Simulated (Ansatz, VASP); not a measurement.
# HoSb in two plane-wave programs, part 2 of 2

Aim: how closely do two programs agree when they are given the same cell, functional and k mesh? The cell is taken from a series of VASP runs on this material, whose earlier steps may have relaxed, scaled or displaced it; both programs get it as it stands.

VASP 6.6.1 and Ansatz 0.2.0.

So far: The structure; VASP: relaxation of cell and atoms, r2SCAN, DFT+U.

In doubt: a part-filled 4f shell, where there is one, can sit in one of many states, so energies may not be the lowest and differences between runs may mislead; derivatives with an open 4f shell can jump between states, which bears on forces and vibrations.

## 3. Ansatz: relaxation of cell and atoms, r2SCAN, DFT+U

Level of this step: Ansatz beside VASP: Kohn-Sham DFT, plane waves, r2SCAN, DFT+U (Ansatz).

Ansatz runs on its default PAW (the set named soft_2) files.

The same cell, functional, mesh and smearing now go to Ansatz, which takes its cutoff from its data sets.

Input file input.yaml:

```yaml
crystal:
  lattice:
    - [0.0, 3.0927939338, 3.0927939338]
    - [3.0927939338, 0.0, 3.0927939338]
    - [3.0927939338, 3.0927939338, 0.0]
  atoms:
    - { symbol: Ho, position: [0.0, 0.0, 0.0], spin: 4.0 }
    - { symbol: Sb, position: [0.5, 0.5, 0.5] }
hamiltonian:
  xc: r2scan
  pseudopotentials: { kind: paw }
  hubbard: { sites: [{ species: Ho, l: f, u_eff: 7.0 }] }
magnetization:
  spin_polarized: true
kpoints:
  mp_grid: { grid: [6, 6, 6] }
scf:
  occupations: { method: gaussian, width: 0.05 }
relax:
  f_tol: 0.01
  max_steps: 60
  cell: { stress_tol: 0.05 }
output:
  forces: true
  stress: true
```

The run is started by

```
> ansatz run input.yaml --threads 4 --pin off --max-ram 9216MiB --backend cpu --events-out ev --progress --plain --runs-dir out
```

Numbers of over 12 decimals in the logs are rounded to 6 here.

The program printed:

```text
Ho: projections on atomic orbitals take those of the free atom [Kr 4d10] 4f11 5s2 5p6 5d0 6s2, of charge +0.00 (hamiltonian.pseudopotentials.projection_atoms); the dataset's partial waves leave at most 4.5e-4 of an orbital's norm unspanned inside its sphere
Sb: projections on atomic orbitals take those of the free atom [Kr] 4d10 5s2 5p3, of charge +0.00 (hamiltonian.pseudopotentials.projection_atoms); the dataset's partial waves leave at most 3.6e-6 of an orbital's norm unspanned inside its sphere
Engine: ansatz 0.2.0, aarch64-unknown-linux-gnu
Pseudopotentials: kind: paw
Pseudopotential: Ho, paw, valence charge 21, recommended cutoff 500 eV (meta_gga), Ho.paw.azcp
Pseudopotential: Sb, paw, valence charge 15, recommended cutoff 500 eV (meta_gga), Sb.paw.azcp
Functional definition: r2SCAN
  parameter k0 = 0.174
  parameter k1 = 0.065
  parameter a1 = 4.9479
  exchange = r2scan_x(k0 = k0, k1 = k1, a1 = a1)
  correlation = r2scan_c
Crystal: 2 atoms, lattice volume = 59.167 Å³
Basis set: ecut = 500 eV, 1459 PW (Γ), exchange–correlation on 128×128×128 points (64 copies of the dense FFT grid, shifted against one another)
Bands: 24, of which v1, the nominal top of the filled ones, is band 18 counted from 1 (17 counted from 0)
Symmetry: 48 space group operations
Space group: Fm-3m (ITA 225), of the structure as read, at distance tolerance 3.9e-5 Å
Magnetic group: BNS 225.116 (UNI 1618), of the structure as read, at distance tolerance 3.9e-5 Å
k-points: 16 of 216
Non-local potential: Ho, projectors of the file, l = 0: 3, l = 1: 2, l = 2: 2, l = 3: 3
Non-local potential: Sb, projectors of the file, l = 0: 2, l = 1: 2, l = 2: 2, l = 3: 2
PAW form: soft (Blöchl's): semilocal exchange-correlation on the pseudo side does not see the compensation charge
PAW frozen core: Ho, regenerated for the run's functional (the file was generated under x = pbe(κ = 0.804, μ = 0.219515), c = pbe(β = 0.066725))
PAW frozen core: Sb, regenerated for the run's functional (the file was generated under x = pbe(κ = 0.804, μ = 0.219515), c = pbe(β = 0.066725))
PAW one-centre angular grid: Ho, 2702 points (default); XC on 160 Gauss nodes
PAW one-centre angular grid: Sb, 590 points (default); XC on 160 Gauss nodes
Initial density: superposition of atomic densities (chi_scale 0.1, normalization cell, long waves kept (reshape's long-wave potential 0.00 eV rms))
Starting moments: Σ|m| = 4 μB on 1 of 2 sites
Initial wavefunctions: pseudopotential atomic-orbital guess
Functional: x = r2scan, c = r2scan; τ floored in thin density (d = 2e-4 eV/Å³)
SCF iter   1: F=—  HF=-17825.341547 eV  |F-HF|=—  |Δ(HF+E_count)|=         —  Δρ=2.33e-1 (↑8.81e-2 ↓2.33e-1)  dr2=5.92e1  dr2_τ=1.28e-1  dr2_m=3.64e0  M=1.721 μB ∫|m|=1.721 μB  β_m=0.30  ethr=3.10e-3  ⟨swp⟩=5.5  Hψ=3268  notcnv=0
preconditioner: auto → Kerker (q_TF=auto, 2.511 Å⁻¹)  [metal: Δε(μ)=0.017 eV  Ē_g=16.747 eV  σ=0.050 eV  W_gap=0.18  n_scr=14 (ndim 8)  ℏωp=28.1 eV  f_vac=0.000  D(μ)=31.87/eV (n_scr^D=940)]
spin=Collinear: Kerker preconditioning applied to the charge; magnetization (m = ρ↑ − ρ↓) channel mixes plain (no charge-response kernel on spin).
SCF iter   2: F=—  HF=-17841.364813 eV  |F-HF|=—  |Δ(HF+E_count)|=    1.60e1  Δρ=5.68e-1 (↑4.55e-2 ↓5.68e-1)  dr2=1.43e2  dr2_τ=1.21e-1  dr2_m=4.60e1  M=7.483 μB ∫|m|=7.531 μB  β_m=1.00  ethr=3.10e-3  ⟨swp⟩=5.7  Hψ=6853  notcnv=0  defer=4  κ⁻¹=1.0e0(r=1)
automatic band count: the SCF goes on with 28 bands, as 24 were too few: the levels above may hold too much charge
preconditioner: auto → none  [insulator: Δε(μ)=0.064 eV  Ē_g=7.582 eV  σ=0.050 eV  W_gap=0.62  n_scr=14 (ndim 8)  ℏωp=20.5 eV  f_vac=0.000  D(μ)=1.65/eV (n_scr^D=14)  ε∞_Penn≈8.3]
SCF iter   3: F=—  HF=-17810.008712 eV  |F-HF|=—  |Δ(HF+E_count)|=    3.14e1  Δρ=1.85e-1 (↑1.85e-1 ↓4.33e-2)  dr2=1.16e1  dr2_τ=8.50e-1  dr2_m=6.50e0  M=4.601 μB ∫|m|=4.833 μB  β_m=0.30  ethr=3.10e-3  ⟨swp⟩=4.5  Hψ=3102  notcnv=0  defer=100  κ⁻¹=2.8e-3(r=2)
SCF iter   4: F=—  HF=-17817.799961 eV  |F-HF|=—  |Δ(HF+E_count)|=    7.79e0  Δρ=1.44e-1 (↑1.44e-1 ↓7.89e-2)  dr2=2.50e0  dr2_τ=8.24e-2  dr2_m=6.55e0  M=4.070 μB ∫|m|=4.334 μB  β_m=0.30  ethr=3.10e-3  ⟨swp⟩=3.2  Hψ=1905  notcnv=0  defer=84  κ⁻¹=7.9e-5(r=3)
SCF iter   5: F=—  HF=-17825.426679 eV  |F-HF|=—  |Δ(HF+E_count)|=    7.63e0  Δρ=1.10e-1 (↑1.10e-1 ↓6.07e-2)  dr2=1.42e0  dr2_τ=4.03e-2  dr2_m=3.85e0  M=4.028 μB ∫|m|=4.261 μB  β_m=0.30  ethr=3.10e-3  ⟨swp⟩=2.3  Hψ=1903  notcnv=0  defer=76  κ⁻¹=2.3e-5(r=4)
SCF iter   6: F=—  HF=-17829.378891 eV  |F-HF|=—  |Δ(HF+E_count)|=    3.95e0  Δρ=8.02e-2 (↑8.02e-2 ↓4.30e-2)  dr2=6.78e-1  dr2_τ=2.10e-2  dr2_m=2.05e0  M=4.026 μB ∫|m|=4.231 μB  β_m=0.30  ethr=3.10e-3  ⟨swp⟩=2.5  Hψ=1860  notcnv=0  defer=99  κ⁻¹=5.8e-7(r=5)
SCF iter   7: F=—  HF=-17831.282888 eV  |F-HF|=—  |Δ(HF+E_count)|=    1.90e0  Δρ=5.69e-2 (↑5.69e-2 ↓3.25e-2)  dr2=3.16e-1  dr2_τ=1.10e-2  dr2_m=1.08e0  M=4.021 μB ∫|m|=4.207 μB  β_m=1.20  ethr=1.88e-3  ⟨swp⟩=2.4  Hψ=1974  notcnv=0  defer=99
Mixer restart at iter 7: flushing history
spin-set hold released at iteration 7 (site moments contracting): the magnetisation degrees of freedom join the quasi-Newton model from the next iteration; the mixer history was flushed
[...]
SCF iter  16: F=—  HF=-17833.421622 eV  |F-HF|=—  |Δ(HF+E_count)|=   1.15e-7  Δρ=6.24e-6 (↑6.24e-6 ↓6.13e-6)  dr2=3.62e-8  dr2_τ=3.55e-10  dr2_m=2.94e-11  M=4.006 μB ∫|m|=4.144 μB  β_m=1.20  ethr=2.19e-10  ⟨swp⟩=4.1  Hψ=2627  notcnv=0  κ⁻¹=6.1e-8(r=8)
SCF iter  17: F=-17833.421622 eV  HF=-17833.421622 eV  |F-HF|=2.11e-10  |Δ(HF+E_count)|=   4.16e-8  Δρ=2.12e-6 (↑1.77e-6 ↓2.12e-6)  dr2=3.54e-9  dr2_τ=1.00e-10  dr2_m=9.01e-11  M=4.006 μB ∫|m|=4.144 μB  ethr=1.01e-10  ⟨swp⟩=4.0  Hψ=2554  notcnv=0
SCF 1 converged in 17 iterations: F = -17833.421622 eV  dr2 = 3.54e-9
  greatest PAW one-centre occupation: 0.993 electrons in one spin orbital (limit 2), on the Sb atom at site 1 (counted from 0), in its partial waves of l = 2
relax step   1: F+E_penalty+E_count = -17833.42162209 eV  Δ(F+E_penalty+E_count) = +0.000e0 eV  max|allowed force component| = 2.183e-28 eV/Å  Δτ_max = 0.0000 Å  P = -0.464 GPa  Ω = 59.167 Å³  (17 SCF iters, dr2 threshold 1.00e-7 eV, accepted)
[...]
relax step   2: F+E_penalty+E_count = -17833.42185869 eV  Δ(F+E_penalty+E_count) = -2.366e-4 eV  max|allowed force component| = 2.150e-29 eV/Å  Δτ_max = 0.0000 Å  P = +0.416 GPa  Ω = 58.385 Å³  energy of the carried Pulay correction = +9.496e-5 eV  (7 SCF iters, dr2 threshold 2.00e-7 eV, accepted)
[...]
relax step   3: F+E_penalty+E_count = -17833.42228298 eV  Δ(F+E_penalty+E_count) = -4.243e-4 eV  max|allowed force component| = 2.322e-29 eV/Å  Δτ_max = 0.0000 Å  P = -0.006 GPa  Ω = 58.753 Å³  energy of the carried Pulay correction = +5.022e-5 eV  (5 SCF iters, dr2 threshold 2.00e-7 eV, accepted)
[...]
relax step   4: F+E_penalty+E_count = -17833.42224135 eV  Δ(F+E_penalty+E_count) = +4.163e-5 eV  max|allowed force component| = 3.530e-29 eV/Å  Δτ_max = 0.0000 Å  P = -0.005 GPa  Ω = 58.753 Å³  stress off target by 5.33e-3 GPa  SCF on the basis re-selected at this cell (its energy is not comparable with the rows above)  (7 SCF iters)
[...]
relax step   5: F+E_penalty+E_count = -17833.46767275 eV  Δ(F+E_penalty+E_count) = -4.543e-2 eV  max|allowed force component| = 2.127e-29 eV/Å  Δτ_max = 0.0000 Å  P = -0.042 GPa  Ω = 58.753 Å³  (5 SCF iters, accepted)
[...]
relax step   6: F+E_penalty+E_count = -17833.46767275 eV  Δ(F+E_penalty+E_count) = +0.000e0 eV  max|allowed force component| = 2.222e-29 eV/Å  Δτ_max = 0.0000 Å  P = -0.043 GPa  Ω = 58.753 Å³  stress off target by 4.26e-2 GPa  SCF on the basis re-selected at this cell (its energy is not comparable with the rows above)  (5 SCF iters)
basis re-selected at this cell: Δ(F+E_penalty+E_count) = +0.000e0 eV, ΔP = -0.000 GPa vs the last step (what re-selecting the basis moved, of the pressure what is left beyond the Pulay correction that the steps carried, after the strain that the cell walked since its last selection, with what the two solves' SCF thresholds leave and, on support functions, any second-order correction that the steps lacked; it is no me [...]
SCF converged after 5 iterations
Stability not checked: this state was not tested for a lower state beside it, because the mixer in use, unlike msr1, does not test its closes by its own steps (another_mixer; see scf.mixing.algorithm and scf.lower_state_search)
Magnetization: 4.0090 μB (20.0045 up, 15.9955 down)
Absolute magnetization: 4.1385 μB (∫|ρ↑−ρ↓|, with the PAW one-centre terms)
Spin contamination: 0.0066 ħ² per cell (⟨S²⟩ above its minimum at these occupations)
Per-site moments (μB) at R_I (Å): [(4.045859, 1.272788), (-0.049504, 1.272788)]
Free energy (F): -17833.467673 eV
Harris-Foulkes:  -17833.467673 eV  (|F-HF|=0.00e0)
Internal energy: -17833.467254 eV  (E = F + TS)
E sigma→0 (E₀):  -17833.467463 eV
Entropy (-TS):   -0.000419 eV (-0.209 meV/atom)
Fermi energy:    11.469807 eV
--- Per-component energies (eV) ---
  E_band       = -245.464480
  E_kinetic    = 585.169015
  E_local      = -5450.836674  (includes V_loc(G=0)·N_el)
  E_nonlocal   = 960.506267
  E_hartree    = 2361.814958
  E_xc         = -320.023592
  E_vxc        = -358.583994  (∫ρ·V_xc dr)
  E_hubbard    = 0.168148  (on-site DFT+U / exact-exchange correction)
  E_vhub       = -34.588835  (the Hubbard potential's part of the band-sum identity)
  E_paw        = -11607.815630  (= ΣΔE_a)
  E_vpaw       = -691.778559  (= ΣTr[D̂ρ^β])
  E_aug_tail   = 0.000021  (compensation charges beyond the density's cutoff)
  E_vtau       = 21.018453  (kinetic-family band-sum trace: ∫τ·v_τ [+ j·A + Jᵃ·Aᵃ] dr)
  E_ewald      = -4363.519574
  E_core_change = 1.069808  (= ΣΔE_core)
  E_smearing   = -0.000419  (= −TS)
  E_closure    = -0.000000  (closes the sum)
  Σ components = -17833.467673   (vs F -17833.467673, Δ=0.00e0)
--- Forces (eV/Å), atoms counted from 1 ---
  atom   1  Ho     0.00000000    -0.00000000    -0.00000000
  atom   2  Sb     0.00000000    -0.00000000    -0.00000000
  max |Σ_I F_I| component: 5.65e-29 eV/Å
--- Stress (GPa, compression-positive) ---
       -0.042572      -0.000000      -0.000000
       -0.000000      -0.042572      -0.000000
       -0.000000      -0.000000      -0.042572
  P = ⅓ Tr σ = -0.0426 GPa (-0.426 kbar)
--- Band table (eV; the first three rows and the last of 36) ---
  k-point 0 ↑: bands = [... 14 lower, 2.3672, 2.3672, 2.3672, 12.3781, 12.3781, 12.3781, 12.7812, 12.7812, ... 6 higher]
  k-point 1 ↑: bands = [... 14 lower, 2.3657, 2.3657, 2.3742, 10.2858, 11.0184, 11.0184, 13.1906, 13.1906, ... 6 higher]
  k-point 2 ↑: bands = [... 14 lower, 2.3634, 2.3634, 2.5067, 8.0412, 9.9441, 9.9441, 13.9609, 14.0705, ... 6 higher]
  k-point 17 ↓: bands = [... 14 lower, 9.5055, 9.5484, 13.2406, 14.3284, 14.3437, 14.4669, 14.4976, 14.7687, ... 6 higher]
Occupation matrices written to <dir>
--- Relaxed structure (4 steps of the walk, 4 accepted, 2 SCFs on fresh bases) ---
  F+E_penalty+E_count = -17833.46767275 eV   max|allowed force component| = 2.222e-29 eV/Å   (the final SCF, on the basis selected at the relaxed cell)
  cell:  # Å, volume = 58.7526 Å³
    - [0, 3.085548, 3.085548]
    - [3.085548, 0, 3.085548]
    - [3.085548, 3.085548, 0]
  atoms:
    - { symbol: Ho, position: [0, 0, 0] }
    - { symbol: Sb, position: [0.5, 0.5, 0.5] }
```

It took 49 s on 4 threads of Arm Neoverse V1, shared host; peak memory 0.85 GiB.

## 4. Differences

Known differences besides the potentials themselves: U acts on the PAW sphere in VASP and on atomic orbitals in Ansatz, so only states and trends compare; VASP keeps PBE cores, Ansatz makes them for the functional; both relaxations stop at a tolerance, which leaves soft axes loose, and VASP keeps its plane-wave basis; the data sets hold 36 valence electrons in Ansatz (default PAW (the set named soft_2) files) and 26 in VASP; the cutoff is 500 eV in Ansatz and 450 eV in VASP; Ansatz adds a Pulay correction to the stress that steers its cell, VASP none; site moments are counted in spheres of each program's own size. Total energies have different zeros and are not compared.

The two programs side by side:

```csv
quantity,Ansatz,VASP,difference
volume (Å³),58.75,59.13,-0.64 %
"edge a after relaxation, in the typed setting (Å)",4.364,4.373,-0.21 %
total moment (μB),4.01,4.00,+0.01
moment on Ho1 (μB),4.05,3.97,+0.08
```

The walks stopped with -0.04 GPa left in Ansatz and 0.02 GPa in VASP; each walk ends within a tolerance, so the volume difference is uncertain by about these residues over the bulk modulus, most in soft cells.

## 5. Summary of results

| Item | Value |
| --- | --- |
| difference in volume (relaxation of cell and atoms, r2SCAN, DFT+U) | -0.64 % |

**Reading.** The difference in volume is -0.64 % (relaxation of cell and atoms, r2SCAN, DFT+U). How closely two codes agree says nothing of how well the functional describes the real material.

[Lines on the potential files, build, host, timing and source positions are cut from VASP's logs without a mark.]

[Logs are printed without paths, hosts, clocks, repeated set-up lines and the standing remarks that a program may print on its own settings, such as how far it seeks lower states.]

[Hosts, paths, dates, database ids (printed as entryN), source tags and the programs' standing remarks are cut or masked in the printed files.]
